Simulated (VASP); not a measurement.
Wanted: the native input for a VASP 6.6.1 run.

- Task: relaxation of cell and atoms
- Functional: PBE
- Potentials or basis: VASP PAW PBE potentials, release 64 (Zn, Se)
- Cutoff: 520 eV
- k mesh: 10 × 10 × 10
- Occupations: gaussian, width 0.02 eV
- Spin: no spin polarisation
- Further INCAR settings: ALGO = Fast; EDIFF = 1e-07; AMIX = 0.2; IBRION = 2; EDIFFG = -0.002; NSW = 80; ISIF = 3

The structure of ZnSe lies in POSCAR:

```
ZnSe
1.0
    0.0000000000      2.8338000000      2.8338000000
    2.8338000000      0.0000000000      2.8338000000
    2.8338000000      2.8338000000      0.0000000000
Zn Se
1 1
Direct
    0.0000000000      0.0000000000      0.0000000000
    0.2500000000      0.2500000000      0.2500000000
```

The input as run:

INCAR

```
SYSTEM = ZnSe
PREC = Accurate
ENCUT = 520
EDIFF = 1E-7
ISMEAR = 0
SIGMA = 0.02
LREAL = .FALSE.
LASPH = .TRUE.
NELM = 80
ALGO = Fast
ISIF = 3
LWAVE = .FALSE.
LCHARG = .FALSE.
GGA = PE
IBRION = 2
NSW = 80
EDIFFG = -0.002
AMIX = 0.2
```

KPOINTS

```
Automatic mesh
0
G
  10 10 10
  0 0 0
```

Potentials or basis: VASP PAW PBE potentials, release 64 (Zn, Se).

Command:

```sh
$ cat potpaw_PBE.64/Zn/POTCAR potpaw_PBE.64/Se/POTCAR > POTCAR
$ mpirun -np 1 vasp_std > vasp.out
```

Results of the run:

| Quantity | Value |
| --- | --- |
| Relaxed volume | 23.64 Å³/atom |
| Relaxed cell | a = 4.059 Å, b = 4.059 Å, c = 4.059 Å, α = 60.00°, β = 60.00°, γ = 60.00° |
| Space group after relaxing (to 0.05 Å) | F-43m (No. 216) |
| Energy gained by relaxing | 6.2 meV/atom |
| Ionic steps | 4 |
| Pressure after relaxing | 0.0 GPa |
| Band gap on the k mesh | 1.14 eV, direct |

It took 100 s on 1 thread of Intel(R) Xeon(R) Platinum 8488C (Sapphire Rapids), with other jobs on the host, peak memory 0.18 GiB.
